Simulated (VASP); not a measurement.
# Ta4NiO11 (Pmmm) in VASP: relaxation of cell and atoms with PBE

Aim: the relaxation of cell and atoms of Ta4NiO11 with PBE.

Everything below comes from runs of VASP 6.6.1. Logs are shortened: lines on timing, memory, paths and dates and some standing lists are left out, and cuts for length are marked.

### 1 The structure

The structure is orthorhombic, space group Pmmm (No. 47). Conventional cell: a = 3.834 Å, b = 3.934 Å, c = 13.389 Å, α = 90.00°, β = 90.00°, γ = 90.00°. Ta (site symmetry mm2) is surrounded by 6 O at 1.92 to 2.21 Å. Ta (site symmetry mm2) is surrounded by 6 O at 1.92 to 2.18 Å. Ni (site symmetry mmm) is surrounded by 4 O at 1.92 to 1.97 Å. Around O (site symmetry mmm) lie 2 Ni at 1.97 Å and 2 Ta at 2.07 Å. Around O (site symmetry mmm) lie 2 Ni at 1.92 Å. O (site symmetry mm2) is surrounded by 3 Ta at 2.04 to 2.18 Å. Around O (site symmetry mm2) lie 2 Ta at 1.92 Å. O (site symmetry mm2) has 3 Ta at 2.03 to 2.21 Å as nearest neighbours.

The cell was built by a generator and needn't be a form met in nature.

### 2 Relaxation of cell and atoms, PBE, collinear spin, ferromagnetic start

File INCAR:

```
SYSTEM = Ta4NiO11
PREC     = Accurate       ! precision mode
ENCUT    = 520            ! plane-wave cutoff, eV
EDIFF    = 1E-6           ! SCF threshold, eV
ISMEAR   = 0              ! smearing method
SIGMA    = 0.1            ! smearing width, eV
LREAL    = .FALSE.        ! projectors in reciprocal space
LASPH    = .TRUE.         ! aspherical terms in the spheres
NELM     = 120            ! most SCF steps
ALGO     = Normal         ! electronic algorithm
ISIF     = 3              ! what is computed and relaxed
LWAVE    = .FALSE.        ! write WAVECAR
LCHARG   = .FALSE.        ! write CHGCAR
ISPIN    = 2              ! spin polarisation
MAGMOM   = 0 0 0 0 1 0 0 0 0 0 0 0 0 0 0 0 ! initial moments
LORBIT   = 11             ! projections on sites
LMAXMIX  = 4              ! l up to which the mixer works
GGA      = PE             ! functional
IBRION   = 2              ! ionic algorithm
NSW      = 90             ! ionic steps
EDIFFG   = -0.01          ! ionic threshold
KPAR     = 8
```

File KPOINTS:

```
regular mesh
0
G
  6 6 4
  0 0 0
```

File POSCAR:

```
Ta4NiO11
1.0
    3.8340000000      0.0000000000      0.0000000000
    0.0000000000      3.9340000000      0.0000000000
    0.0000000000      0.0000000000     13.3890000000
Ta Ni O
4 1 11
Direct
    0.0000000000      0.5000000000      0.8455448500
    0.0000000000      0.5000000000      0.1544551500
    0.0000000000      0.0000000000      0.6435880200
    0.0000000000      0.0000000000      0.3564119800
    0.0000000000      0.0000000000      0.0000000000
    0.0000000000      0.5000000000      0.0000000000
    0.5000000000      0.0000000000      0.0000000000
    0.0000000000      0.0000000000      0.8062588700
    0.5000000000      0.5000000000      0.8355366300
    0.0000000000      0.0000000000      0.1937411300
    0.5000000000      0.5000000000      0.1644633700
    0.0000000000      0.5000000000      0.6808574200
    0.0000000000      0.5000000000      0.3191425800
    0.0000000000      0.0000000000      0.5000000000
    0.5000000000      0.0000000000      0.6500112000
    0.5000000000      0.0000000000      0.3499888000
```

Potentials or basis: VASP PAW PBE potentials, release 64 (Ta_pv, Ni, O).

The run is started by

```bash
> cat potpaw_PBE.64/Ta_pv/POTCAR potpaw_PBE.64/Ni/POTCAR potpaw_PBE.64/O/POTCAR > POTCAR
> mpirun -np 8 vasp_std > vasp.out
```

OUTCAR:

```text
SYSTEM = Ta4NiO11
   PREC = Accurate
   ENCUT = 520
   EDIFF = 1E-6
   ISMEAR = 0
   LREAL = .FALSE.
   LASPH = .TRUE.
   NELM = 120
   ISIF = 3
   ISPIN = 2
   LORBIT = 11
   GGA = PE
   IBRION = 2
   NSW = 90
   EDIFFG = -0.01

 ion  position               nearest neighbor table
   1  0.000  0.500  0.846-   9 1.92   9 1.92   8 2.04   8 2.04   6 2.07  12 2.21   5 2.85   5 2.85
                             3 3.34   3 3.34
   2  0.000  0.500  0.154-  11 1.92  11 1.92  10 2.04  10 2.04   6 2.07  13 2.21   5 2.85   5 2.85
                             4 3.34   4 3.34
   3  0.000  0.000  0.644-  15 1.92  15 1.92  14 1.92  12 2.03  12 2.03   8 2.18   1 3.34   1 3.34

   4  0.000  0.000  0.356-  16 1.92  16 1.92  14 1.92  13 2.03  13 2.03  10 2.18   2 3.34   2 3.34

   5  0.000  0.000  0.000-   7 1.92   7 1.92   6 1.97   6 1.97   1 2.85   2 2.85   1 2.85   2 2.85

   6  0.000  0.500  0.000-   5 1.97   5 1.97   1 2.07   2 2.07
   7  0.500  0.000  0.000-   5 1.92   5 1.92
   8  0.000  0.000  0.806-   1 2.04   1 2.04   3 2.18
   9  0.500  0.500  0.836-   1 1.92   1 1.92
  10  0.000  0.000  0.194-   2 2.04   2 2.04   4 2.18
  11  0.500  0.500  0.164-   2 1.92   2 1.92
  12  0.000  0.500  0.681-   3 2.03   3 2.03   1 2.21
  13  0.000  0.500  0.319-   4 2.03   4 2.03   2 2.21
  14  0.000  0.000  0.500-   3 1.92   4 1.92
  15  0.500  0.000  0.650-   3 1.92   3 1.92
  16  0.500  0.000  0.350-   4 1.92   4 1.92

  LATTYP: Found a simple orthorhombic cell.
 ALAT       =     3.8340000000
 B/A-ratio  =     1.0260824204
 C/A-ratio  =     3.4921752739

  Lattice vectors:

 A1 = (   3.8340000000,   0.0000000000,   0.0000000000)
 A2 = (   0.0000000000,   3.9340000000,   0.0000000000)
 A3 = (   0.0000000000,   0.0000000000,  13.3890000000)

Analysis of symmetry for initial positions (statically):
=====================================================================
 Subroutine PRICEL returns:
 Original cell was already a primitive cell.

 Routine SETGRP: Setting up the symmetry group for a
 simple orthorhombic supercell.

 Subroutine GETGRP returns: Found  8 space group operations
 (whereof  8 operations were pure point group operations)
 out of a pool of  8 trial point group operations.

The static configuration has the point symmetry D_2h.

Analysis of symmetry for dynamics (positions and initial velocities):
=====================================================================
 Subroutine PRICEL returns:
 Original cell was already a primitive cell.

 Routine SETGRP: Setting up the symmetry group for a
 simple orthorhombic supercell.

 Subroutine GETGRP returns: Found  8 space group operations
 (whereof  8 operations were pure point group operations)
 out of a pool of  8 trial point group operations.

The dynamic configuration has the point symmetry D_2h.

Analysis of structural, dynamic, and magnetic symmetry:
=====================================================================
 Subroutine PRICEL returns:
 Original cell was already a primitive cell.

 Routine SETGRP: Setting up the symmetry group for a
 simple orthorhombic supercell.

 Subroutine GETGRP returns: Found  8 space group operations
 (whereof  8 operations were pure point group operations)
 out of a pool of  8 trial point group operations.

The overall configuration has the point symmetry D_2h.

 Subroutine INISYM returns: Found  8 space group operations
 (whereof  8 operations are pure point group operations),
 and found     1 'primitive' translations

----------------------------------------------------------------------------------------

                                     Primitive cell

  volume of cell :     201.9457

  direct lattice vectors                    reciprocal lattice vectors
     3.834000000  0.000000000  0.000000000     0.260824204  0.000000000  0.000000000
     0.000000000  3.934000000  0.000000000     0.000000000  0.254194204  0.000000000
     0.000000000  0.000000000 13.389000000     0.000000000  0.000000000  0.074688177

  length of vectors
[... 113 lines left out ...]
   NSW    =     90    number of steps for IOM
   IBRION =      2    ionic relax: 0-MD 1-quasi-New 2-CG
   NFREE  =      1    steps in history (QN), initial steepest desc. (CG)
   ISIF   =      3    stress and relaxation
   ISYM   =      2    0-nonsym 1-usesym 2-fastsym
   POTIM  = 0.5000    time-step for ionic-motion
   TEBEG  =    0.0;   TEEND  =   0.0 temperature during run
   PSTRESS=    0.0 pullay stress
   NELECT =     120.0000    total number of electrons
   NUPDOWN=      -1.0000    fix difference up-down
   EMIN   =  10.00;   EMAX   =-10.00  energy-range for DOS
   EFERMI =   0.00;   METHOD = LEGACY
   ISMEAR =     0;   SIGMA  =   0.10  broadening in eV -4-tet -1-fermi 0-gaus
   EFERMI_NEDOS =   21; number of points for ismear=-14 and -15
   IALGO  =     38    algorithm
   IMIX   =      4    mixing-type and parameters
     AMIX     =   0.40;   BMIX     =  1.00
     AMIX_MAG =   1.60;   BMIX_MAG =  1.00
  volume/ion in A,a.u.               =      12.62        85.17
  Fermi-wavevector in a.u.,A,eV,Ry     =   1.376334  2.600893 25.773437  1.894294
  Thomas-Fermi vector in A             =   2.501588
   LORBIT       =     11    0 simple, 1 ext, 2 COOP (PROOUT), +10 PAW based schemes
   GGA     = PE    functional components
   LHFCALC =     F    Hartree Fock is set to
   AEXX    =    0.0000 exact exchange contribution
   IVDW    =     0    specifies the selected vdW correction
   LEPSILON=     F    determine dielectric tensor
   LRPA    =     F    only Hartree local field effects (RPA)
 conjugate gradient relaxation of ions
 spin polarized calculation
 Gauss-broadening in eV      SIGMA  =   0.10
  energy-cutoff  :      520.00
  volume of cell :      201.95
 maximum number of plane-waves:      5478
 NGX is ok and might be reduce to    30
   NGX = 15   NGY = 15   NGZ = 49

--------------------------------------- Ionic step        1  -------------------------------------------

 number of electron     119.9999997 magnetization      -0.0000919

 number of electron     119.9999997 magnetization       0.0349544

 Free energy of the ion-electron system (eV)
  ---------------------------------------------------
  ext. energy  EPLUGINS =         0.00000000
  ---------------------------------------------------
  free energy    TOTEN  =      -145.26999120 eV

  energy without entropy =     -145.24719328  energy(sigma->0) =     -145.25859224

------------------------ aborting loop because EDIFF is reached ----------------------------------------

  FORCE on cell =-STRESS in cart. coord.  units (eV):
  Direction    XX          YY          ZZ          XY          YZ          ZX
  --------------------------------------------------------------------------------------
  -------------------------------------------------------------------------------------
  Total        1.4628472     -0.5131117      0.1399154     -0.0000000      0.0000000      0.0000000
  in kB       11.6057960     -4.0708760      1.1100475     -0.0000000      0.0000000      0.0000000
  external PRESSURE =       2.8816558 kB  Pullay stress =       0.0000000 kB
[... 131 lines left out ...]
  FREE ENERGIE OF THE ION-ELECTRON SYSTEM (eV)
  ---------------------------------------------------
  free  energy   TOTEN  =      -145.2730919109 eV

  energy  without entropy=     -145.2504606590  energy(sigma->0) =     -145.26177628

[... ionic steps 4 to 9 ...]

--------------------------------------- Ionic step       10  -------------------------------------------

 number of electron     120.0000028 magnetization       0.0122708

------------------------ aborting loop because EDIFF is reached ----------------------------------------
[... 95 lines left out ...]
--------------------------------------- Ionic step       12  -------------------------------------------

 number of electron     120.0000023 magnetization       0.0216934

 Free energy of the ion-electron system (eV)
  ---------------------------------------------------
  ext. energy  EPLUGINS =         0.00000000
  ---------------------------------------------------
  free energy    TOTEN  =      -145.29019879 eV

  energy without entropy =     -145.26910549  energy(sigma->0) =     -145.27965214

 E-fermi :   3.2688     XC(G=0): -10.5314

 val. band max:        3.2542766373   @ k =   0.3333   0.5000   0.0000
 cond. band min:       3.2810637519   @ k =   0.3333   0.3333   0.5000
 fundamental gap:      0.0267871147
 Fermi energy:         3.2688404718

 spin component 1

 k-point     1 :       0.0000    0.0000    0.0000
  band No.  band energies     occupation
      1     -33.0308      1.00000
      2     -32.9949      1.00000
      3     -32.9205      1.00000
      4     -32.9198      1.00000
      5     -32.8121      1.00000
      6     -32.7880      1.00000
[... 1789 lines left out ...]
     71       7.6268      0.00000
     72       7.6434      0.00000

 [... further k-points ...]

 spin component 2

 k-point     1 :       0.0000    0.0000    0.0000
  band No.  band energies     occupation
      1     -33.0278      1.00000
      2     -32.9917      1.00000
      3     -32.9174      1.00000
      4     -32.9167      1.00000
      5     -32.8114      1.00000
      6     -32.7870      1.00000
[... 1789 lines left out ...]
     71       7.6286      0.00000
     72       7.6438      0.00000

 [... further k-points ...]

 [bands above 72 left out]

------------------------ aborting loop because EDIFF is reached ----------------------------------------

  FORCE on cell =-STRESS in cart. coord.  units (eV):
  Direction    XX          YY          ZZ          XY          YZ          ZX
  --------------------------------------------------------------------------------------
  -------------------------------------------------------------------------------------
  Total        0.0969494     -0.0947986      0.0201413      0.0000000      0.0000000      0.0000000
  in kB        0.7671743     -0.7501552      0.1593813      0.0000000      0.0000000      0.0000000
  external PRESSURE =       0.0588001 kB  Pullay stress =       0.0000000 kB
[... 31 lines left out ...]
  FREE ENERGIE OF THE ION-ELECTRON SYSTEM (eV)
  ---------------------------------------------------
  free  energy   TOTEN  =      -145.2901987920 eV

  energy  without entropy=     -145.2691054897  energy(sigma->0) =     -145.27965214

 reached required accuracy - stopping structural energy minimisation

 total charge

# of ion       s       p       d       tot
------------------------------------------
    1        0.326   6.316   2.056   8.698
    2        0.326   6.316   2.056   8.698
    3        0.348   6.347   2.072   8.767
    4        0.348   6.347   2.072   8.767
    5        0.404   0.486   8.345   9.234
    6        1.563   3.481   0.000   5.043
[... 8 lines left out ...]
   15        1.574   3.529   0.000   5.103
   16        1.574   3.529   0.000   5.103
--------------------------------------------------
tot         18.998  64.309  16.600  99.907

 magnetization (x)

# of ion       s       p       d       tot
------------------------------------------
    1        0.000   0.000   0.004   0.004
    2        0.000   0.000   0.004   0.004
    3        0.000   0.000   0.000   0.000
    4        0.000   0.000   0.000   0.000
    5       -0.001   0.001  -0.030  -0.030
    6       -0.000   0.002   0.000   0.002
[... 8 lines left out ...]
   15       -0.000   0.000   0.000   0.000
   16       -0.000   0.000   0.000   0.000
--------------------------------------------------
tot         -0.001   0.036  -0.023   0.013
```

Wall time 31 min (8 MPI ranks of Intel Xeon 6975P-C (Granite Rapids), shared host); peak memory 1.1 GiB.

What came out:

| Property | Result |
| --- | --- |
| Free energy | -145.2902 eV |
| Relaxed volume | 12.65 Å³/atom |
| Relaxed cell | a = 3.845 Å, b = 3.919 Å, c = 13.437 Å, α = 90.00°, β = 90.00°, γ = 90.00° |
| Space group after relaxing (to 0.05 Å) | Pmmm (No. 47) |
| Energy gained by relaxing | 1.3 meV/atom |
| Ionic steps | 12 |
| Pressure after relaxing | 0.0 GPa |
| Largest force after relaxing | 0.009 eV/Å |
| Band gap on the k mesh | none (metal or under the smearing width) |
| Net moment | 0.02 μB per cell |
| Site moments | Ta +0.00; Ni -0.03; O +0.00, +0.03 μB |
| Valence electrons inside the program's atomic spheres | Ta 8.70, 8.77; Ni 9.23; O 5.04, 4.86, 5.09, 5.10 |

Forces on the atoms (eV/Å):
```
Ta   0.000  0.000 -0.003
Ta   0.000  0.000  0.003
Ta   0.000  0.000  0.009
Ta   0.000  0.000 -0.009
Ni   0.000  0.000  0.000
O    0.000  0.000  0.000
O    0.000  0.000  0.000
O    0.000  0.000  0.003
O    0.000  0.000 -0.006
O    0.000  0.000 -0.003
O    0.000  0.000  0.006
O    0.000  0.000  0.004
O    0.000  0.000 -0.004
O    0.000  0.000  0.000
O    0.000  0.000 -0.005
O    0.000  0.000  0.005
```

Step by step:
| step | energy change (eV) | largest force (eV/Å) | pressure (GPa) | volume (Å³) |
| --- | --- | --- | --- | --- |
| 1 | 0.0000 | 0.1486 | 0.29 | 201.95 |
| 2 | -0.0014 | 0.1562 | -0.70 | 202.61 |
| 3 | -0.0031 | 0.1535 | -0.28 | 202.33 |
| 4 | -0.0084 | 0.1302 | 0.00 | 202.12 |
| 5 | -0.0137 | 0.1267 | 0.77 | 201.60 |
| 6 | -0.0163 | 0.0875 | 0.58 | 201.82 |
| 7 | -0.0194 | 0.0710 | 0.00 | 202.48 |
| 8 | -0.0194 | 0.0633 | 0.04 | 202.45 |
| 9 | -0.0197 | 0.0368 | 0.00 | 202.48 |
| 10 | -0.0198 | 0.0437 | -0.06 | 202.54 |
| 11 | -0.0200 | 0.0305 | -0.05 | 202.52 |
| 12 | -0.0202 | 0.0092 | 0.01 | 202.47 |

Final structure:
```
CELL_PARAMETERS angstrom
3.84500 0.00000 0.00000
0.00000 3.91891 0.00000
0.00000 0.00000 13.43691
ATOMIC_POSITIONS crystal
Ta 0.00000 0.50000 0.84561
Ta 0.00000 0.50000 0.15439
Ta 0.00000 0.00000 0.64295
Ta 0.00000 0.00000 0.35705
Ni 0.00000 0.00000 0.00000
O 0.00000 0.50000 0.00000
O 0.50000 0.00000 0.00000
O 0.00000 0.00000 0.80457
O 0.50000 0.50000 0.83867
O 0.00000 0.00000 0.19543
O 0.50000 0.50000 0.16133
O 0.00000 0.50000 0.68213
O 0.00000 0.50000 0.31787
O 0.00000 0.00000 0.50000
O 0.50000 0.00000 0.64482
O 0.50000 0.00000 0.35518
```

Caveat: semilocal functionals often make such compounds metallic where correlation or magnetic order opens a gap, which also shifts bond lengths.
